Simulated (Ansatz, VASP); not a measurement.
B3I: VASP beside Ansatz

INCAR

```
SYSTEM = B3I
PREC = Accurate ; ENCUT = 520
EDIFF = 1E-6 ; ISMEAR = 0
SIGMA = 0.1 ; LREAL = .FALSE.
LASPH = .TRUE. ; NELM = 100
ALGO = Normal ; ISIF = 2
LWAVE = .FALSE. ; LCHARG = .FALSE.
GGA = PE ; NBANDS = 16
```

Contents of KPOINTS:

```
Automatic mesh
0
G
  12 12 12
  0 0 0
```

POSCAR

```
B3I
1.0
    3.7771604151      0.0000000000      0.0000000000
    0.0000000000      3.7771604151      0.0000000000
    0.0000000000      0.0000000000      3.7771604151
B I
3 1
Direct
    0.0000000000      0.5000000000      0.5000000000
    0.5000000000      0.0000000000      0.5000000000
    0.5000000000      0.5000000000      0.0000000000
    0.0000000000      0.0000000000      0.0000000000
```

Input for Ansatz:

```yaml
crystal:
  lattice:
    - [3.7771604151, 0.0, 0.0]
    - [0.0, 3.7771604151, 0.0]
    - [0.0, 0.0, 3.7771604151]
  atoms:
    - { symbol: B, position: [0.0, 0.5, 0.5] }
    - { symbol: B, position: [0.5, 0.0, 0.5] }
    - { symbol: B, position: [0.5, 0.5, 0.0] }
    - { symbol: I, position: [0.0, 0.0, 0.0] }
basis:
  ecutwfc: 420
kpoints:
  mp_grid: { grid: [12, 12, 12] }
hamiltonian:
  xc: pbe
scf:
  occupations: { method: gaussian, width: 0.1 }
  lower_state_search: standard
output:
  forces: true
  eigenvalues: true
  stress: true
```

The cell was built by a generator and needn't be a form met in nature.

Alike in both runs: task single point; functional PBE; k mesh 12 × 12 × 12; occupations gaussian, width 0.1 eV; no spin polarisation.

```csv
,VASP,Ansatz
version,VASP 6.6.1,Ansatz 0.2.0
potentials or method,"VASP PAW PBE potentials, release 64 (B, I)","scalar-relativistic, plane waves, PAW"
plane-wave cutoff (eV),520,420
valence electrons in the cell,16,26
```

VASP gave:

```
gap on the k mesh at the Fermi level (eV) : none
pressure (GPa)                            : -0.1
```

Question: What did Ansatz give for the same quantities?

Answer: gap on the k mesh at the Fermi level (eV): none; pressure (GPa): 0.0.

A gap of «none» marks a metal or a gap that the smearing closes. The two sets of potentials don't hold the same shells in valence.

The runs have no spin-orbit coupling, so splittings on I are missing.
